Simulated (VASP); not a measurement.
OSZICAR of a VASP run on InP (zinc blende):

File OSZICAR:
```
       N       E                     dE             d eps       ncg     rms          rms(c)
DAV:   1     0.863875314634E+02    0.86388E+02   -0.84813E+03  2485   0.148E+03
DAV:   2    -0.275255488619E+02   -0.11391E+03   -0.11041E+03  2550   0.325E+02
DAV:   3    -0.356668706016E+02   -0.81413E+01   -0.80854E+01  3258   0.932E+01
DAV:   4    -0.358904927420E+02   -0.22362E+00   -0.22347E+00  2951   0.168E+01
DAV:   5    -0.359021683528E+02   -0.11676E-01   -0.11675E-01  3810   0.326E+00    0.728E+00
DAV:   6    -0.322841831376E+02    0.36180E+01   -0.22562E+00  3005   0.385E+01    0.400E+00
DAV:   7    -0.322955677991E+02   -0.11385E-01   -0.68136E-01  2640   0.128E+01    0.232E+00
DAV:   8    -0.322246447652E+02    0.70923E-01   -0.34855E-01  2490   0.823E+00    0.129E+00
DAV:   9    -0.322329457159E+02   -0.83010E-02   -0.27530E-01  2480   0.602E+00    0.538E-01
DAV:  10    -0.321978020689E+02    0.35144E-01   -0.31831E-02  2480   0.193E+00    0.207E-01
DAV:  11    -0.322939682971E+02   -0.96166E-01   -0.69101E-02  2475   0.276E+00    0.192E-01
DAV:  12    -0.322915189628E+02    0.24493E-02   -0.25309E-03  3240   0.640E-01    0.635E-02
DAV:  13    -0.322957439013E+02   -0.42249E-02   -0.27041E-03  2510   0.612E-01    0.565E-02
DAV:  14    -0.322956668934E+02    0.77008E-04   -0.14845E-04  3305   0.146E-01    0.343E-02
DAV:  15    -0.322957810434E+02   -0.11415E-03   -0.11222E-04  2525   0.126E-01    0.134E-02
DAV:  16    -0.322957816521E+02   -0.60872E-06   -0.11502E-05  2570   0.375E-02    0.109E-02
DAV:  17    -0.322957829183E+02   -0.12662E-05   -0.49323E-07  3395   0.646E-03    0.143E-02
DAV:  18    -0.322957793718E+02    0.35465E-05   -0.94888E-07  2580   0.125E-02    0.434E-03
DAV:  19    -0.322957899817E+02   -0.10610E-04   -0.71359E-06  2500   0.379E-02    0.740E-03
DAV:  20    -0.322957898923E+02    0.89381E-07   -0.15060E-07  2528   0.411E-03
   1 F= -.32295790E+02 E0= -.32295790E+02  d E =-.335869E-13
```

Task: Which electronic solver shows in the log?

Result: It is blocked Davidson (ALGO = Normal, or the opening steps of other solvers). The INCAR had ALGO = Normal.

Task: Can the final energy be trusted as converged?

Result: Self-consistency was reached. It stopped with EDIFF = 1E-7, NELM = 100 (r2SCAN meta-GGA, plane waves, VASP's PBE PAW potentials (set 64)).

The compound is InP in the zinc blende structure. This cell was strained or had an atom moved on purpose.
